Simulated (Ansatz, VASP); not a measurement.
# One calculation of NaMg3O4, two programs

```xyz
8
Lattice="4.3826 0.0000 0.0000 0.0000 4.3826 0.0000 0.0000 0.0000 4.3826" Properties=species:S:1:pos:R:3 pbc="T T T"
Mg    2.1913    2.1913    0.0000
Mg    0.0000    2.1913    2.1913
Mg    2.1913    0.0000    2.1913
Na    0.0000    0.0000    0.0000
O     0.0000    2.1913    0.0000
O     2.1913    0.0000    0.0000
O     0.0000    0.0000    2.1913
O     2.1913    2.1913    2.1913
```

The cell comes from a database or a generator and needn't be the stable form of this composition.

Alike in both runs: task single point; functional PBE; dispersion D3(BJ); k mesh 6 × 6 × 6; occupations tetrahedron; no spin polarisation.

```csv
,VASP,Ansatz
version,VASP 6.6.1,Ansatz 0.2.0
potentials or method,"VASP PAW PBE potentials, release 64 (Mg, Na_pv, O)",Ansatz PAW
plane-wave cutoff (eV),520,420
valence electrons in the cell,37,63
```

Ansatz gave:

| Property | Result |
| --- | --- |
| gap on the k mesh at the Fermi level (eV) | none |
| pressure (GPa) | -7.1 |
| dispersion energy (meV/atom) | -250.4 |

Estimate VASP's values.

gap on the k mesh at the Fermi level (eV): none; pressure (GPa): -7.6; dispersion energy (meV/atom): -250.3.

A gap of «none» marks a metal or a gap that the smearing closes. The two sets of potentials don't hold the same shells in valence.

Caveats: an odd number of electrons without spin polarisation forces a metal; a magnetic or distorted state may lie lower; pairwise dispersion overbinds metals, which lowers pressure and volume; tetrahedron occupations give inexact forces and stress in metals (VASP); the pressure holds a Pulay correction of +0.6 GPa for the finite cutoff (Ansatz); with tetrahedron occupations forces and stress needn't match the slope of the energy (Ansatz).
